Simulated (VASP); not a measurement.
Computed with PBE GGA with D3 dispersion (Becke-Johnson damping), VASP's PBE PAW potentials (set 64) (plane waves; VASP).

A VASP calculation is set up with these files.

File POSCAR:
```
Li2O
1
    0.0000000000     2.2891397329     2.2891397329
    2.2891397329     0.0000000000     2.2891397329
    2.2891397329     2.2891397329     0.0000000000
Li O
2 1
Direct
  0.2500000000   0.2500000000   0.2500000000
  0.7500000000   0.7500000000   0.7500000000
  0.0000000000   0.0000000000   0.0000000000
```

INCAR:
```
# general
SYSTEM = Li2O
PREC   = Accurate
ENCUT  = 520
LREAL  = .FALSE.
LASPH  = .TRUE.

# electronic loop
EDIFF  = 1E-7
NELM   = 100
ALGO   = Normal

# smearing
ISMEAR = 0
SIGMA  = 0.05

# functional
GGA    = PE
IVDW   = 12

# ions
ISIF   = 2

# output
LWAVE  = .FALSE.
LCHARG = .FALSE.
```

### KPOINTS
```
Automatic mesh
0
Gamma
8 8 8
0 0 0
```

POTCAR, in this order: Li_sv O (PBE.64 set). Program: vasp_std.

Q: What will the output report for the number of irreducible k-points (NKPTS), largest plane-wave count, number of space-group operations, FFT grid (NGX, NGY, NGZ)?

A: 
```yaml
number of irreducible k-points (NKPTS): 29
largest_plane_wave_count: 660
number_of_space_group_operations: 48
FFT grid (NGX, NGY, NGZ): 24 × 24 × 24
```

The compound is Li2O in the antifluorite structure. This cell is one point of a volume scan, at 1.03 of the reference volume.
